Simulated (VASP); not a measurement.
Method: LDA (Ceperley-Alder, Perdew-Zunger), VASP's LDA PAW potentials (set 64) (plane waves; VASP).

VASP input:

POSCAR:
```
Au
1
    0.0000000000     1.9716425990     1.9716425990
    1.9716425990     0.0000000000     1.9716425990
    1.9716425990     1.9716425990     0.0000000000
Au
1
Direct
  0.0000000000   0.0000000000   0.0000000000
```

### INCAR
```
! general
SYSTEM  = Au
PREC    = Accurate
ENCUT   = 500
LREAL   = .False.
LASPH   = .True.

! electronic loop
EDIFF   = 1E-6
NELM    = 100
ALGO    = Normal
LMAXMIX = 6

! smearing
ISMEAR  = 1
SIGMA   = 0.1

! ions
IBRION  = 2
NSW     = 40
ISIF    = 3
EDIFFG  = -0.02
PSTRESS = 300

! output
LWAVE   = .False.
LCHARG  = .False.
```

**KPOINTS**
```
Automatic mesh
0
Gamma
16 16 16
0 0 0
```

POTCAR, in this order: Au (LDA.64 set). Program: vasp_std.

Energy and stress use the plane-wave basis of the starting cell. Unless said otherwise, spin-orbit coupling is left out, though it shifts the bands of the heavy elements here.

What does the run give for the energy per atom (σ→0), volume per atom, band gap (on the k-mesh)?

```yaml
energy per atom (σ→0): -414.7 kJ/mol of atoms
band gap (on the k-mesh): none (metal, semimetal or under 0.01 eV)
volume_per_atom: 14.87 Å^3/atom
```

### OSZICAR
```
...
DAV:   8    -0.430178168655E+01   -0.89251E-08   -0.13653E-08  1309   0.124E-03
   3 F= -.15148144E+01 E0= -.15147529E+01  d E =-.151222E-01
       N       E                     dE             d eps       ncg     rms          rms(c)
DAV:   1    -0.429846153242E+01    0.33201E-02   -0.39060E-03  2657   0.724E-01    0.865E-02
DAV:   2    -0.429829532761E+01    0.16620E-03   -0.49569E-04  2619   0.226E-01    0.424E-02
DAV:   3    -0.429828455102E+01    0.10777E-04   -0.47573E-05  2676   0.669E-02    0.256E-02
DAV:   4    -0.429828444792E+01    0.10310E-06   -0.14450E-06  2665   0.107E-02
   4 F= -.15148510E+01 E0= -.15147901E+01  d E =-.151588E-01
```

The compound is Au in the fcc structure. This run relaxes it under an external pressure of 30 GPa. Symmetry was kept, so distortions that lower it aren't found.
